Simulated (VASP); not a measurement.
## Ti (relaxed from the beta-Sn structure, space group I4_1/amd): computed properties

Calculation: r2SCAN meta-GGA, VASP's PBE PAW potentials (set 64) (plane waves; VASP).

| Quantity | Result |
|---|---|
| space group | I4_1/amd (141) |
| cell | a = b = 4.9472 Å, c = 2.8058 Å, α = β = γ = 90.00° |
| volume per atom | 17.17 Å³/atom |
| band gap (over mesh and band path) | none (metal, semimetal or under 0.01 eV) |
| density | 4.63 g/cm³ |

```cif
data_Ti2
_chemical_formula_sum 'Ti2'
_space_group_name_H-M_alt 'P 1'
_space_group_IT_number 1
_cell_length_a 3.76901
_cell_length_b 3.76901
_cell_length_c 3.76901
_cell_angle_alpha 97.964
_cell_angle_beta 97.964
_cell_angle_gamma 136.295
loop_
_space_group_symop_operation_xyz
  'x, y, z'
loop_
_atom_site_label
_atom_site_type_symbol
_atom_site_fract_x
_atom_site_fract_y
_atom_site_fract_z
_atom_site_occupancy
Ti1 Ti 0.75000 0.25000 0.50000 1
Ti2 Ti 0.00000 0.00000 0.00000 1
```

The structure was generated: Ti was put into the beta-Sn type (I4_1/amd), which need not be its known phase. It was relaxed first, which changed the volume by -7 %. Symmetry was kept, so distortions that lower it aren't found.
